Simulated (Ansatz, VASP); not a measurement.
## Cross-check of Y2COF (Y2COF MXene monolayer) between VASP and Ansatz

Wanted: the spread between two codes on one cell, functional and k mesh. The structure shown is the start of the Ansatz relaxation below; VASP solves that cell, so the two are compared at the walk's first step.

Method: plane waves, with VASP 6.6.1 beside it; single point at PBE with D3(BJ), in Ansatz 0.2.0.

## Step 1: The starting structure

The cell holds 5 atoms: 1 F, 2 Y, 1 C and 1 O. Its edges and angles: a = 3.478 Å, b = 3.478 Å, c = 41.184 Å, α = 90.0°, β = 90.0°, γ = 120.0°. Vacuum lies along c.

Structure file:

```
F Y C O
1.0
     3.47776    0.00000    0.00000
    -1.73888    3.01183    0.00000
     0.00000    0.00000   41.18373
F Y C O
1 2 1 1
Cartesian
  0.0000 2.0079 18.0500
  1.7389 1.0039 19.1302
  0.0000 2.0079 21.8746
  0.0000 0.0000 20.5024
  1.7389 1.0039 23.1337
```

## Step 2: Ansatz: relaxation, PBE with D3(BJ)

Ansatz runs on its default PAW (the set named soft_2) files.

The two programs are compared at the cell with which this relaxation starts, whose forces are those of its first step.

input.yaml reads:

```yaml
crystal:
  lattice:
    - [3.47776, 0.0, 0.0]
    - [-1.73888, 3.0118285083, 0.0]
    - [0.0, 0.0, 41.1837308305]
  atoms:
    - { symbol: F, position: [0.3333333333, 0.6666666667, 0.4382798653] }
    - { symbol: "Y", position: [0.6666666667, 0.3333333333, 0.4645082543], spin: 1.0 }
    - { symbol: C, position: [0.0, 0.0, 0.4978280001] }
    - { symbol: "Y", position: [0.3333333333, 0.6666666667, 0.5311477458], spin: 1.0 }
    - { symbol: O, position: [0.6666666667, 0.3333333333, 0.5617201347] }
  periodic: [true, true, false]
magnetization:
  spin_polarized: true
kpoints:
  mp_grid: { grid: [12, 12, 1] }
hamiltonian:
  xc: pbe
  dispersion: d3bj
scf:
  occupations: { method: fermi_dirac, width: 0.05 }
  convergence: { dr2_threshold: 1.0e-09 }
relax:
  f_tol: 0.004
  max_steps: 90
  cell: {}
output:
  write_potential: true
  write_density: true
  volumetric_format: npy
```

Started as:

```bash
$ ansatz run input.yaml --threads 2 --pin off --max-ram 3072MiB --backend cpu --events-out ev --progress --plain --runs-dir out
```

Numbers of over 12 decimals in the logs are rounded to 6 here.

What it wrote:

```text
Warning: relax.cell: scf.convergence.dr2_threshold = 1e-9 eV is looser than the 2.1976192814e-10 eV advised for a relaxation that steers and ends on the stress (1e-10 eV for each atom of the cell: 5, times the square of relax.cell.stress_2d_tol = 0.05 N/m over 15.1 Å (the atoms' height at the walk's start and 5 Å past either face), 3.315e-2 GPa, over a crystal's default 0.05). What an SCF threshold leaves in a stress goes as its square root, and in the free energy as the threshold itself, and one threshold admits the most on a small cell: [figures from the program's tests cut] Set scf.convergence.dr2_threshold to 2.1976192814e-10 eV or tighter. [rest of the remark cut]
Engine: ansatz 0.2.0, x86_64-unknown-linux-gnu
Pseudopotentials: kind: paw
Pseudopotential: F, paw, valence charge 7, recommended cutoff 420 eV (normal), F.paw.azcp
Pseudopotential: Y, paw, valence charge 11, recommended cutoff 420 eV (normal), Y.paw.azcp
Pseudopotential: C, paw, valence charge 4, recommended cutoff 420 eV (normal), C.paw.azcp
Pseudopotential: O, paw, valence charge 6, recommended cutoff 420 eV (normal), O.paw.azcp
Functional definition: PBE
  parameter kappa = 0.804
  parameter beta = 0.066725
  exchange = pbe_x(kappa = kappa, mu = beta*pi^2/3)
  correlation = pbe_c(beta = beta)
Crystal: 5 atoms, lattice volume = 431.376 Å³
Basis set: ecut = 420 eV, 8411 PW (Γ), exchange–correlation on 48×48×576 points (8 copies of the dense FFT grid, shifted against one another)
Bands: 26, of which v1, the nominal top of the filled ones, is band 20 counted from 1 (19 counted from 0)
Symmetry: 6 space group operations
Space group: P3m1 (ITA 156), of the structure as read, at distance tolerance 7.6e-5 Å
Magnetic group: BNS 156.49 (UNI 1279), of the structure as read, at distance tolerance 7.6e-5 Å
k-points: 19 of 144 (time reversal used)
Non-local potential: F, projectors of the file, l = 0: 2, l = 1: 2, l = 2: 1
Non-local potential: Y, projectors of the file, l = 0: 3, l = 1: 2, l = 2: 2, l = 3: 1
Non-local potential: C, projectors of the file, l = 0: 2, l = 1: 2, l = 2: 1
Non-local potential: O, projectors of the file, l = 0: 2, l = 1: 2, l = 2: 1
PAW form: soft (Blöchl's): semilocal exchange-correlation on the pseudo side does not see the compensation charge
PAW one-centre angular grid: F, 110 points (default); XC on 64 Gauss nodes
PAW one-centre angular grid: Y, 590 points (default); XC on 64 Gauss nodes
PAW one-centre angular grid: C, 110 points (default); XC on 64 Gauss nodes
PAW one-centre angular grid: O, 110 points (default); XC on 64 Gauss nodes
Initial density: superposition of atomic densities (neutral atoms: chi_scale 0, normalization atom)
Starting moments: Σ|m| = 2 μB on 2 of 5 sites
Initial wavefunctions: pseudopotential atomic-orbital guess
Functional: x = pbe(κ = 0.804, μ = 0.219515), c = pbe(β = 0.066725)
SCF iter   1: F=—  HF=-9332.634355 eV  |F-HF|=—  |Δ(HF+E_count)|=         —  Δρ=3.04e-2 (↑3.04e-2 ↓2.12e-2)  dr2=2.06e1  dr2_m=2.20e-1  M=0.828 μB ∫|m|=0.852 μB  β_m=0.30  ethr=3.10e-3  ⟨swp⟩=12.4  Hψ=7179  notcnv=0
Mixer restart at iter 1: flushing history
preconditioner: auto → LDOS  [metal: Δε(μ)=0.006 eV  Ē_g=16.521 eV  σ=0.050 eV  W_gap=0.03  n_scr=22 (ndim 8)  ℏωp=10.6 eV  f_vac=0.786  D(μ)=7.48/eV (n_scr^D=22)]
spin=Collinear: LDOS preconditioning applied to the charge; magnetization (m = ρ↑ − ρ↓) channel mixes plain (no charge-response kernel on spin).
SCF iter   2: F=—  HF=-9330.906972 eV  |F-HF|=—  |Δ(HF+E_count)|=    1.73e0  Δρ=2.40e-2 (↑2.40e-2 ↓1.56e-2)  dr2=1.37e1  dr2_m=1.23e-1  M=0.851 μB ∫|m|=0.866 μB  β_m=0.56  ethr=3.10e-3  ⟨swp⟩=3.7  Hψ=2351  notcnv=0  defer=64
SCF iter   3: F=—  HF=-9328.897889 eV  |F-HF|=—  |Δ(HF+E_count)|=    2.01e0  Δρ=1.24e-2 (↑1.24e-2 ↓9.41e-3)  dr2=4.05e0  dr2_m=2.94e-2  M=0.938 μB ∫|m|=0.943 μB  β_m=0.66  ethr=3.10e-3  ⟨swp⟩=7.2  Hψ=2642  notcnv=0  defer=77
SCF iter   4: F=—  HF=-9328.428318 eV  |F-HF|=—  |Δ(HF+E_count)|=   4.70e-1  Δρ=6.93e-3 (↑3.65e-3 ↓6.93e-3)  dr2=6.25e-1  dr2_m=2.58e-2  M=0.983 μB ∫|m|=1.081 μB  β_m=0.82  ethr=3.10e-3  ⟨swp⟩=7.5  Hψ=2857  notcnv=0  defer=85
SCF iter   5: F=—  HF=-9328.477629 eV  |F-HF|=—  |Δ(HF+E_count)|=   4.93e-2  Δρ=3.25e-3 (↑1.88e-3 ↓3.25e-3)  dr2=3.42e-1  dr2_m=2.40e-3  M=0.983 μB ∫|m|=1.069 μB  β_m=0.91  ethr=1.60e-3  ⟨swp⟩=4.7  Hψ=2022  notcnv=0  defer=62
[...]
SCF iter   3: F=—  HF=-9329.925539 eV  |F-HF|=—  |Δ(HF+E_count)|=   1.15e-5  Δρ=1.11e-6 (↑1.11e-6 ↓1.07e-6)  dr2=1.94e-9  dr2_m=2.57e-11  M=1.000 μB ∫|m|=1.032 μB  β_m=0.58  ethr=2.43e-11  ⟨swp⟩=2.1  Hψ=1466  notcnv=0
iter 4 met the thresholds in force, and the SCF goes on: an eigenvalue changes by 11.66 meV, over its tolerance of 0.05 meV (output.eigenvalues, Limitations)
SCF iter   4: F=-9329.925562 eV  HF=-9329.925560 eV  |F-HF|=1.54e-6  |Δ(HF+E_count)|=   2.07e-5  Δρ=1.78e-7 (↑1.78e-7 ↓1.71e-7)  dr2=2.09e-10  dr2_m=7.26e-12  M=1.000 μB ∫|m|=1.032 μB  β_m=0.72  ethr=2.56e-12  ⟨swp⟩=15.2  Hψ=8507  notcnv=0
iter 5 met the thresholds in force, and the SCF goes on: an eigenvalue changes by 4.22 meV, over its tolerance of 0.05 meV (output.eigenvalues, Limitations)
SCF iter   5: F=-9329.925562 eV  HF=-9329.925562 eV  |F-HF|=2.48e-8  |Δ(HF+E_count)|=   1.51e-6  Δρ=4.49e-8 (↑4.49e-8 ↓2.12e-8)  dr2=1.56e-11  dr2_m=1.57e-12  M=1.000 μB ∫|m|=1.032 μB  β_m=1.00  ethr=1.00e-12  ⟨swp⟩=9.4  Hψ=6250  notcnv=0
Mixer restart at iter 5: flushing history
iter 6 met the thresholds in force, and the SCF goes on: an eigenvalue changes by 0.08 meV, over its tolerance of 0.05 meV (output.eigenvalues, Limitations)
SCF iter   6: F=-9329.925562 eV  HF=-9329.925562 eV  |F-HF|=1.66e-10  |Δ(HF+E_count)|=   2.49e-8  Δρ=8.47e-8 (↑5.61e-8 ↓8.47e-8)  dr2=2.25e-10  dr2_m=1.12e-12  M=1.000 μB ∫|m|=1.032 μB  β_m=1.00  ethr=1.00e-12  ⟨swp⟩=8.3  Hψ=5887  notcnv=0  κ⁻¹=1.0e0(r=1)
SCF iter   7: F=-9329.925562 eV  HF=-9329.925562 eV  |F-HF|=1.82e-12  |Δ(HF+E_count)|=  6.91e-11  Δρ=1.69e-8 (↑1.66e-8 ↓1.69e-8)  dr2=1.99e-11  dr2_m=6.30e-14  M=1.000 μB ∫|m|=1.032 μB  ethr=1.00e-12  ⟨swp⟩=6.2  Hψ=5168  notcnv=0
SCF 10 converged in 7 iterations: F = -9329.925562 eV  dr2 = 1.99e-11
relax step  10: F+E_penalty+E_count = -9329.92556161 eV  Δ(F+E_penalty+E_count) = -1.724e-4 eV  max|allowed force component| = 1.523e-3 eV/Å  Δτ_max = 0.0000 Å  P = +0.022 N/m  Ω = 446.441 Å³  fix = [c, alpha, beta]  reactions: c +0.000 N/m  stress off target by 2.19e-2 N/m on what of the cell is left free  SCF on the basis re-selected at this cell (its energy is not comparable with the rows above)  (7 SCF iters)
basis re-selected at this cell: Δ(F+E_penalty+E_count) = -1.724e-4 eV, ΔP = +0.002 N/m vs the last step (what re-selecting the basis moved, of the pressure what is left beyond the Pulay correction that the steps carried, after the strain that the cell walked since its last selection, with what the two solves' SCF thresholds leave and, on support functions, any second-order correction that the steps lacked; it is no m [...]
WARN: The output density's exchange-correlation potential varies sharply where the density is thin. Do not read a vacuum level from v_tot or v_xc, or from such a field of the output density. On a cell that repeats whose density bears no net charge and no dipole along the vacuum's axis use v_es (v_loc + v_h of the components); under efield.dipole_correction with no amplitude use v_es + v_field, which holds any externa [...]
SCF converged after 7 iterations
an eigenvalue changed by more than its tolerance at an iteration that met the thresholds in force, so the SCF went on 3 times, its first undamped step at iteration 5: the last check found none over its tolerance
Magnetization: 0.9996 μB (19.9998 up, 19.0002 down)
Absolute magnetization: 1.0318 μB (∫|ρ↑−ρ↓|, with the PAW one-centre terms)
Spin contamination: 0.0080 ħ² per cell (⟨S²⟩ above its minimum at these occupations)
Per-site moments (μB) at R_I (Å): [(0.010385, 0.978251), (0.061066, 0.978251), (0.627204, 0.995747), (0.00470183, 0.893503), (0.044468, 0.893503)]
Free energy (F): -9329.925562 eV
Harris-Foulkes:  -9329.925562 eV  (|F-HF|=1.82e-12)
Internal energy: -9329.914414 eV  (E = F + TS)
E sigma→0 (E₀):  -9329.919988 eV
Entropy (-TS):   -0.011147 eV (-2.229 meV/atom)
Fermi energy:    -5.072365 eV
--- Per-component energies (eV) ---
  E_band       = -765.743300
  E_kinetic    = 1080.788551
  E_local      = -104699.915139  (includes V_loc(G=0)·N_el)
  E_nonlocal   = 247.647284
  E_hartree    = 51738.312542
  E_xc         = -550.771385
  E_vxc        = -657.229348  (∫ρ·V_xc dr)
  E_paw        = -6107.548261  (= ΣΔE_a)
  E_vpaw       = -213.664289  (= ΣTr[D̂ρ^β])
  E_aug_tail   = 0.004519  (compensation charges beyond the density's cutoff)
  E_ewald      = 48962.340876
  E_disp       = -0.773400  (pairwise vdW)
  E_smearing   = -0.011147  (= −TS)
  E_closure    = -0.000000  (closes the sum)
  Σ components = -9329.925562   (vs F -9329.925562, Δ=0.00e0)
--- Forces (eV/Å), atoms counted from 1 ---
  atom   1  F      0.00000000     0.00000000    -0.00152275
  atom   2  Y      0.00000000    -0.00000000     0.00118739
  atom   3  C      0.00000000    -0.00000000    -0.00024859
  atom   4  Y     -0.00000000    -0.00000000    -0.00071205
  atom   5  O      0.00000000     0.00000000     0.00129526
  max |Σ_I F_I| component: 7.44e-7 eV/Å
--- 2D stress c σ (N/m, compression-positive) ---
        0.021946      -0.000000      -0.000000
       -0.000000       0.021946      -0.000000
       -0.000000      -0.000000       0.000000
  P = ½ c Tr σ = 0.0219 N/m
--- Band table (eV; the first three rows and the last of 38) ---
  k-point 0 ↑: bands = [... 16 lower, -7.8491, -6.1783, -5.3512, -5.3512, -2.0062, -1.2332, -1.2332, -1.0782, ... 2 higher]
  k-point 1 ↑: bands = [... 16 lower, -7.7738, -6.1326, -5.5126, -5.3863, -1.9435, -1.3044, -1.1363, -1.0226, ... 2 higher]
  k-point 2 ↑: bands = [... 16 lower, -7.6352, -6.2326, -5.6783, -5.4713, -1.9759, -1.2742, -0.9867, -0.8541, ... 2 higher]
  k-point 18 ↓: bands = [... 16 lower, -7.2661, -6.2970, -5.6129, -5.1829, -1.4982, -0.7070, -0.3526, -0.1894, ... 2 higher]
  the weakly bound empty levels are not read free of the cell's end (no_gap_told)
--- Relaxed structure (8 steps of the walk, 8 accepted, 2 SCFs on fresh bases) ---
  F+E_penalty+E_count = -9329.92556161 eV   max|allowed force component| = 1.523e-3 eV/Å   (the final SCF, on the basis selected at the relaxed cell)
  cell:  # Å, volume = 446.4411 Å³
    - [3.537968, 0, 0]
    - [-1.768984, 3.063970, 0]
    - [0, 0, 41.1837308305]
  atoms:
    - { symbol: F, position: [0.333333, 0.666667, 0.435351] }
    - { symbol: Y, position: [0.666667, 0.333333, 0.464606] }
    - { symbol: C, position: [-1.7421442838699314e-18, 0, 0.495840] }
    - { symbol: Y, position: [0.333333, 0.666667, 0.540093] }
    - { symbol: O, position: [0.666667, 0.333333, 0.557593] }
```

(Part 1 of 2 ends here.)

[Lines on the potential files, build, host, timing and source positions are cut from VASP's logs without a mark.]

[Logs are printed without paths, hosts, clocks, repeated set-up lines and the standing remarks that a program may print on its own settings, such as how far it seeks lower states.]

[Hosts, paths, dates, database ids (printed as entryN), source tags and the programs' standing remarks are cut or masked in the printed files.]
